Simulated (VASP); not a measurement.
Input:

```yaml
crystal:
  lattice:
    - [4.20990, 0.00000, 0.00000]
    - [0.00000, 4.20990, 0.00000]
    - [0.00000, 0.00000, 4.20990]
  atoms:
    - { symbol: Cs, position: [0.00000, 0.00000, 0.00000] }
    - { symbol: Cl, position: [0.50000, 0.50000, 0.50000] }
```

All values below come from PBE GGA, VASP's PBE PAW potentials (set 64) (plane waves; VASP). Run with 520 eV cut-off, Gaussian smearing of 0.050 eV, potentials Cs_sv Cl.

Unless said otherwise, spin-orbit coupling is left out, though it shifts the bands of the heavy elements here.

### Question
What does the run give for the band gap (along the path) with the smallest direct gap where there is one?

### Answer

```
Quantity                               Result
------------------------------------  -------
band gap (along the path)             4.99 eV
smallest direct gap (along the path)  4.99 eV
```

Total energies compare only between runs with the same potentials, cut-off and functional.

The compound is CsCl in the CsCl type structure. It was relaxed first, which changed the volume by +7 %.
